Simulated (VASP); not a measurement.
Given:

```
CELL_PARAMETERS angstrom
      0.00000     2.26000     2.26000
      2.26000     0.00000     2.26000
      2.26000     2.26000     0.00000
ATOMIC_POSITIONS crystal
  Hf 0.00000 0.00000 0.00000
  N  0.50000 0.50000 0.50000
```

Calculation: AM05 GGA, VASP's PBE PAW potentials (set 64) (plane waves; VASP 6.6.1). Run with 520 eV cut-off, 13×13×13 Γ-centred mesh, first-order Methfessel-Paxton smearing of 0.10 eV, potentials Hf_pv N.

Energy and stress use the plane-wave basis of the starting cell.

The ions, cell shape and volume are relaxed. Give the cell that the relaxation ends in.

```
CELL_PARAMETERS angstrom
      0.00000     2.24245     2.24245
      2.24245     0.00000     2.24245
      2.24245     2.24245     0.00000
ATOMIC_POSITIONS crystal
  Hf 0.00000 0.00000 0.00000
  N  0.50000 0.50000 0.50000
```
Space group Fm-3m (225), at a tolerance of 0.03 Å.

How do energy and volume change from the first to the last step?

The energy (σ→0) changes by -5.7 meV/atom and the volume by -2.3 %, in 3 ionic steps.

The compound is HfN in the rock salt structure. This run relaxes it. Symmetry was kept, so distortions that lower it aren't found. The electron count is odd and the run is not spin-polarised, which forces a metal.
